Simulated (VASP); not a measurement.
# GW on TiO2 (Rutile)

Aim: the quasiparticle gap of TiO2 (Rutile), and what it costs to get it. The cell is of the rutile type, one of the forms listed for this formula. The start is a cell from a database of measured crystal structures.

Main program and level: VASP 6.6.1; PBE, no spin polarisation; plane waves and PAW (Ti_sv_GW, O_GW), in the first sound run; inputs show where later runs differ.

Most raw output is cut from this account.

**1. The starting structure**

The structure is tetragonal, space group P4_2/mnm (No. 136). The conventional cell has a = 4.592 Å, b = 4.592 Å, c = 2.957 Å, α = 90.00°, β = 90.00°, γ = 90.00°. Nearest to Ti lie 6 O at 1.95 to 1.98 Å. Nearest to O lie 3 Ti at 1.95 to 1.98 Å. Farther neighbours and most contacts between anions are not listed.

As a file:

```xyz
6
Lattice="4.5922 0.0000 0.0000 0.0000 4.5922 0.0000 0.0000 0.0000 2.9574" Properties=species:S:1:pos:R:3 pbc="T T T"
Ti    2.2961    2.2961    1.4787
Ti    0.0000    0.0000    0.0000
O     3.6965    0.8957    1.4787
O     3.1918    3.1918    0.0000
O     0.8957    3.6965    1.4787
O     1.4004    1.4004    0.0000
```

**2. Empty bands**

The next step needs empty bands that the ground-state run didn't converge, so the Hamiltonian is diagonalised exactly for NBANDS bands, in a single step. LOPTICS writes the k-derivatives of the orbitals (WAVEDER), which give the long-wavelength limit of the screening.

File INCAR:

```
SYSTEM = TiO2
PREC = Accurate
ENCUT = 440
ISMEAR = 0
SIGMA = 0.01
LREAL = .FALSE.
GGA = PE
NBANDS = 88
LASPH = .TRUE.
ALGO = Exact
NELM = 1
LWAVE = .TRUE.
LCHARG = .FALSE.
LOPTICS = .TRUE.
NEDOS = 1000
CSHIFT = 0.1
```

File POSCAR:

```
TiO2
1.0
    4.5922000000      0.0000000000      0.0000000000
    0.0000000000      4.5922000000      0.0000000000
    0.0000000000      0.0000000000      2.9574000000
Ti O
2 4
Direct
    0.5000000000      0.5000000000      0.5000000000
    0.0000000000      0.0000000000      0.0000000000
    0.8049600000      0.1950400000      0.5000000000
    0.6950400000      0.6950400000      0.0000000000
    0.1950400000      0.8049600000      0.5000000000
    0.3049600000      0.3049600000      0.0000000000
```

File KPOINTS:

```
Automatic mesh
0
Gamma
4 4 4
0 0 0
```

The projector-augmented-wave data sets are Ti_sv_GW and O_GW (PBE family, release 64).

Started as:

```sh
$ mpirun -np 8 vasp_std
```

It took 18 s on 8 MPI ranks of Intel Xeon Platinum 8375C at 2.90GHz (Ice Lake), shared host; peak memory 1.9 GiB.

The gap is read on the k-mesh alone, so it is an upper bound where the band edges lie off the mesh.

A gap read on the k-mesh alone can miss the band edges.

Numbers from this step:

```yaml
gap_on_the_k_mesh: 1.880 eV
least_direct_gap_on_the_k_mesh: 1.880 eV
```

WAVECAR now holds 88 bands for 48 electrons. Its independent-particle dielectric tensor has xx, yy, zz = 7.6, 7.6, 9.4 on this mesh, which isn't tested for convergence in mesh or bands and lacks local fields.

**3. G0W0, ENCUTGW 70, bands in the sums 88**

This step: G0W0 on PBE, no spin polarisation; plane waves and PAW (Ti_sv_GW, O_GW) (VASP 6.6.1).

One pass of GW corrects the levels to first order, with G and W from the starting orbitals.

File INCAR:

```
SYSTEM = TiO2
PREC = Accurate
ENCUT = 440
ISMEAR = 0
SIGMA = 0.01
LREAL = .FALSE.
GGA = PE
NBANDS = 88
LASPH = .TRUE.
ALGO = EVGW0
NELMGW = 1
ENCUTGW = 70
NOMEGA = 64
PRECFOCK = Fast
NBANDSGW = 32
LWAVE = .FALSE.
LCHARG = .FALSE.
```

POSCAR is that of step 2.

KPOINTS is that of step 2.

Started as:

```sh
$ mpirun -np 8 vasp_std
```

The job ended after 3.1 min (8 MPI ranks; peak memory 1.5 GiB).

Numbers from this step:

* quasiparticle gap on the mesh: 3.549 eV
* smallest direct quasiparticle gap on the mesh: 3.629 eV
* gap of the starting orbitals on the mesh: 1.880 eV

GW takes the gap from 1.880 to 3.549 eV. The value holds for 88 bands, ENCUTGW = 70 eV and this mesh, and isn't shown to be converged in them.

**4. Empty bands**

This step: PBE, no spin polarisation; plane waves and PAW (Ti_sv_GW, O_GW) (VASP 6.6.1).

The empty bands are made again, for the run that follows.

File INCAR:

```
SYSTEM = TiO2
PREC = Accurate
ENCUT = 440
ISMEAR = 0
SIGMA = 0.01
LREAL = .FALSE.
GGA = PE
NBANDS = 112
LASPH = .TRUE.
ALGO = Exact
NELM = 1
LWAVE = .TRUE.
LCHARG = .FALSE.
LOPTICS = .TRUE.
NEDOS = 1000
CSHIFT = 0.1
```

POSCAR is that of step 3.

KPOINTS is that of step 3.

Started as:

```sh
$ mpirun -np 8 vasp_std
```

Run time: 25 s. Hardware: 8 MPI ranks; peak memory 1.9 GiB.

WAVECAR now holds 112 bands for 48 electrons.

**5. G0W0, ENCUTGW 85, bands in the sums 112**

This step: G0W0 on PBE, no spin polarisation; plane waves and PAW (Ti_sv_GW, O_GW) (VASP 6.6.1).

ENCUTGW rises to 85 eV and the bands with it, to about the number of plane waves under that cutoff.

File INCAR:

```
SYSTEM = TiO2
PREC = Accurate
ENCUT = 440
ISMEAR = 0
SIGMA = 0.01
LREAL = .FALSE.
GGA = PE
NBANDS = 112
LASPH = .TRUE.
ALGO = EVGW0
NELMGW = 1
ENCUTGW = 85
NOMEGA = 64
PRECFOCK = Fast
NBANDSGW = 32
LWAVE = .FALSE.
LCHARG = .FALSE.
```

POSCAR is that of step 4.

KPOINTS is that of step 4.

Started as:

```sh
$ mpirun -np 8 vasp_std
```

Elapsed: 3.9 min, on 8 MPI ranks; peak memory 1.6 GiB; 31 min of CPU time.

The gap is now 3.449 eV, -100 meV against the GW run before.

**6. Empty bands**

This step: PBE, no spin polarisation; plane waves and PAW (Ti_sv_GW, O_GW) (VASP 6.6.1).

File INCAR:

```
SYSTEM = TiO2
PREC = Accurate
ENCUT = 440
ISMEAR = 0
SIGMA = 0.01
LREAL = .FALSE.
GGA = PE
NBANDS = 144
LASPH = .TRUE.
ALGO = Exact
NELM = 1
LWAVE = .TRUE.
LCHARG = .FALSE.
LOPTICS = .TRUE.
NEDOS = 1000
CSHIFT = 0.1
```

POSCAR is that of step 5.

KPOINTS is that of step 5.

Started as:

```sh
$ mpirun -np 8 vasp_std
```

Wall time 21 s (8 MPI ranks); peak memory 1.9 GiB; 2.6 min of CPU time.

WAVECAR now holds 144 bands for 48 electrons.

**7. G0W0, ENCUTGW 100, bands in the sums 144**

This step: G0W0 on PBE, no spin polarisation; plane waves and PAW (Ti_sv_GW, O_GW) (VASP 6.6.1).

ENCUTGW rises to 100 eV and the bands with it, to about the number of plane waves under that cutoff.

File INCAR:

```
SYSTEM = TiO2
PREC = Accurate
ENCUT = 440
ISMEAR = 0
SIGMA = 0.01
LREAL = .FALSE.
GGA = PE
NBANDS = 144
LASPH = .TRUE.
ALGO = EVGW0
NELMGW = 1
ENCUTGW = 100
NOMEGA = 64
PRECFOCK = Fast
NBANDSGW = 32
LWAVE = .FALSE.
LCHARG = .FALSE.
```

POSCAR is that of step 6.

KPOINTS is that of step 6.

Started as:

```sh
$ mpirun -np 8 vasp_std
```

It took 5.1 min on 8 MPI ranks; peak memory 1.8 GiB; 41 min of CPU time.

The gap is now 3.396 eV, -52 meV against the GW run before.

**8. Empty bands**

This step: PBE, no spin polarisation; plane waves and PAW (Ti_sv_GW, O_GW) (VASP 6.6.1).

File INCAR:

```
SYSTEM = TiO2
PREC = Accurate
ENCUT = 440
ISMEAR = 0
SIGMA = 0.01
LREAL = .FALSE.
GGA = PE
NBANDS = 192
LASPH = .TRUE.
ALGO = Exact
NELM = 1
LWAVE = .TRUE.
LCHARG = .FALSE.
LOPTICS = .TRUE.
NEDOS = 1000
CSHIFT = 0.1
```

POSCAR is that of step 7.

KPOINTS is that of step 7.

Started as:

```sh
$ mpirun -np 8 vasp_std
```

The job ended after 18 s (8 MPI ranks; peak memory 2 GiB).

WAVECAR now holds 192 bands for 48 electrons.

**9. G0W0, ENCUTGW 120, bands in the sums 192**

This step: G0W0 on PBE, no spin polarisation; plane waves and PAW (Ti_sv_GW, O_GW) (VASP 6.6.1).

ENCUTGW rises to 120 eV and the bands with it, to about the number of plane waves under that cutoff.

File INCAR:

```
SYSTEM = TiO2
PREC = Accurate
ENCUT = 440
ISMEAR = 0
SIGMA = 0.01
LREAL = .FALSE.
GGA = PE
NBANDS = 192
LASPH = .TRUE.
ALGO = EVGW0
NELMGW = 1
ENCUTGW = 120
NOMEGA = 64
PRECFOCK = Fast
NBANDSGW = 32
LWAVE = .FALSE.
LCHARG = .FALSE.
```

POSCAR is that of step 8.

KPOINTS is that of step 8.

Started as:

```sh
$ mpirun -np 8 vasp_std
```

Run time: 5.1 min. Hardware: 8 MPI ranks; peak memory 2 GiB.

The gap is now 3.354 eV, -42 meV against the GW run before.

**10. Empty bands**

This step: PBE, no spin polarisation; plane waves and PAW (Ti_sv_GW, O_GW) (VASP 6.6.1).

File INCAR:

```
SYSTEM = TiO2
PREC = Accurate
ENCUT = 440
ISMEAR = 0
SIGMA = 0.01
LREAL = .FALSE.
GGA = PE
NBANDS = 240
LASPH = .TRUE.
ALGO = Exact
NELM = 1
LWAVE = .TRUE.
LCHARG = .FALSE.
LOPTICS = .TRUE.
NEDOS = 1000
CSHIFT = 0.1
```

POSCAR is that of step 9.

KPOINTS is that of step 9.

Started as:

```sh
$ mpirun -np 8 vasp_std
```

Run time: 19 s. Hardware: 8 MPI ranks; peak memory 2 GiB; 2.4 min of CPU time.

WAVECAR now holds 240 bands for 48 electrons.

**11. G0W0, ENCUTGW 140, bands in the sums 240**

This step: G0W0 on PBE, no spin polarisation; plane waves and PAW (Ti_sv_GW, O_GW) (VASP 6.6.1).

ENCUTGW rises to 140 eV and the bands with it, to about the number of plane waves under that cutoff.

File INCAR:

```
SYSTEM = TiO2
PREC = Accurate
ENCUT = 440
ISMEAR = 0
SIGMA = 0.01
LREAL = .FALSE.
GGA = PE
NBANDS = 240
LASPH = .TRUE.
ALGO = EVGW0
NELMGW = 1
ENCUTGW = 140
NOMEGA = 64
PRECFOCK = Fast
NBANDSGW = 32
LWAVE = .FALSE.
LCHARG = .FALSE.
```

POSCAR is that of step 10.

KPOINTS is that of step 10.

Started as:

```sh
$ mpirun -np 8 vasp_std
```

The job ended after 6.5 min (8 MPI ranks; peak memory 2.4 GiB; 52 min of CPU time).

The gap is now 3.332 eV, -22 meV against the GW run before.

**12. Empty bands**

This step: PBE, no spin polarisation; plane waves and PAW (Ti_sv_GW, O_GW) (VASP 6.6.1).

File INCAR:

```
SYSTEM = TiO2
PREC = Accurate
ENCUT = 440
ISMEAR = 0
SIGMA = 0.01
LREAL = .FALSE.
GGA = PE
NBANDS = 304
LASPH = .TRUE.
ALGO = Exact
NELM = 1
LWAVE = .TRUE.
LCHARG = .FALSE.
LOPTICS = .TRUE.
NEDOS = 1000
CSHIFT = 0.1
```

POSCAR is that of step 11.

KPOINTS is that of step 11.

Started as:

```sh
$ mpirun -np 8 vasp_std
```

Elapsed: 23 s, on 8 MPI ranks; peak memory 2 GiB; 2.8 min of CPU time.

WAVECAR now holds 304 bands for 48 electrons.

**13. G0W0, ENCUTGW 165, bands in the sums 304**

This step: G0W0 on PBE, no spin polarisation; plane waves and PAW (Ti_sv_GW, O_GW) (VASP 6.6.1).

ENCUTGW rises to 165 eV and the bands with it, to about the number of plane waves under that cutoff.

File INCAR:

```
SYSTEM = TiO2
PREC = Accurate
ENCUT = 440
ISMEAR = 0
SIGMA = 0.01
LREAL = .FALSE.
GGA = PE
NBANDS = 304
LASPH = .TRUE.
ALGO = EVGW0
NELMGW = 1
ENCUTGW = 165
NOMEGA = 64
PRECFOCK = Fast
NBANDSGW = 32
LWAVE = .FALSE.
LCHARG = .FALSE.
```

POSCAR is that of step 12.

KPOINTS is that of step 12.

Started as:

```sh
$ mpirun -np 8 vasp_std
```

Run time: 8.7 min. Hardware: 8 MPI ranks; peak memory 2.9 GiB; 69 min of CPU time.

The gap is now 3.324 eV, -8 meV against the GW run before.

**14. Empty bands**

This step: PBE, no spin polarisation; plane waves and PAW (Ti_sv_GW, O_GW) (VASP 6.6.1).

File INCAR:

```
SYSTEM = TiO2
PREC = Accurate
ENCUT = 440
ISMEAR = 0
SIGMA = 0.01
LREAL = .FALSE.
GGA = PE
NBANDS = 376
LASPH = .TRUE.
ALGO = Exact
NELM = 1
LWAVE = .TRUE.
LCHARG = .FALSE.
LOPTICS = .TRUE.
NEDOS = 1000
CSHIFT = 0.1
```

POSCAR is that of step 13.

KPOINTS is that of step 13.

Started as:

```sh
$ mpirun -np 8 vasp_std
```

The job ended after 19 s (8 MPI ranks; peak memory 2 GiB; 2.4 min of CPU time).

WAVECAR now holds 376 bands for 48 electrons.

**15. G0W0, ENCUTGW 190, bands in the sums 376**

This step: G0W0 on PBE, no spin polarisation; plane waves and PAW (Ti_sv_GW, O_GW) (VASP 6.6.1).

ENCUTGW rises to 190 eV and the bands with it, to about the number of plane waves under that cutoff.

File INCAR:

```
SYSTEM = TiO2
PREC = Accurate
ENCUT = 440
ISMEAR = 0
SIGMA = 0.01
LREAL = .FALSE.
GGA = PE
NBANDS = 376
LASPH = .TRUE.
ALGO = EVGW0
NELMGW = 1
ENCUTGW = 190
NOMEGA = 64
PRECFOCK = Fast
NBANDSGW = 32
LWAVE = .FALSE.
LCHARG = .FALSE.
```

POSCAR is that of step 14.

KPOINTS is that of step 14.

Started as:

```sh
$ mpirun -np 8 vasp_std
```

Elapsed: 12 min, on 8 MPI ranks; peak memory 3.6 GiB; 1.6 h of CPU time.

The gap is now 3.318 eV, -6 meV against the GW run before.

**16. Summary**

This step: GW series: G0W0 on PBE; plane waves and PAW (VASP 6.6.1).

No new run; the numbers come from the runs before.

This step gave:

- gap extrapolated to a complete basis: 3.294 eV
- direct gap extrapolated to a complete basis: 3.347 eV

G0W0 on a 4x4x4 mesh; cost is wall time times ranks on a shared host, with the step that makes the empty bands but not the self-consistent start. G0W0 series:

```
response cutoff ENCUTGW (eV)  bands  quasiparticle gap (eV)  direct quasiparticle gap (eV)  cost (core minutes)
                          70     88                   3.549                          3.629                26.91
                          85    112                   3.449                          3.519                34.15
                         100    144                   3.396                          3.469                43.61
                         120    192                   3.354                          3.424                 43.4
                         140    240                   3.333                          3.397                54.25
                         165    304                   3.325                          3.387                72.41
                         190    376                   3.318                          3.378                98.57
```

**17. What came out**

```
G0W0 on PBE, 376 bands, ENCUTGW 190 eV, NOMEGA 64, mesh 4×4×4 : 1.880 → 3.318 eV
G0W0 on PBE, 88 bands, ENCUTGW 70 eV, NOMEGA 64, mesh 4×4×4   : 1.880 → 3.549 eV
gap at a complete basis (linear in ENCUTGW^-3/2)              : 3.29 eV
```

**Reading.** G0W0 gives a quasiparticle gap of 3.318 eV on the mesh, 1.44 eV over the PBE gap on the same mesh. The steps of the series move the gap by -100, -53, -42, -22, -8, -6 meV; the last costs 1.4 times the one before. The last step lies within a tolerance of 30 meV, picked for this account, and the last two together move the gap by -14 meV. Extrapolated from the last three points to a complete basis, the gap is 3.29 eV, -24 meV from the dearest run. The extrapolation removes the error of the response basis alone, at this mesh, ENCUT and data set. Not tabulated here, as repeats of values shown or as unfit to read for their mesh, reference level or band range: eps2 curves (empty bands); eps1 curves and static values (empty bands); gaps (empty bands).

[Lines on the potential files, build, host, timing and source positions are cut from VASP's logs without a mark.]

[Logs are printed without paths, hosts, clocks, repeated set-up lines and the standing remarks that a program may print on its own settings, such as how far it seeks lower states.]

[Hosts, paths, dates, database ids (printed as entryN), source tags and the programs' standing remarks are cut or masked in the printed files.]

[Pressures printed for these runs are not shown converged in the cutoff: they can be off by several GPa and have the wrong sign.]
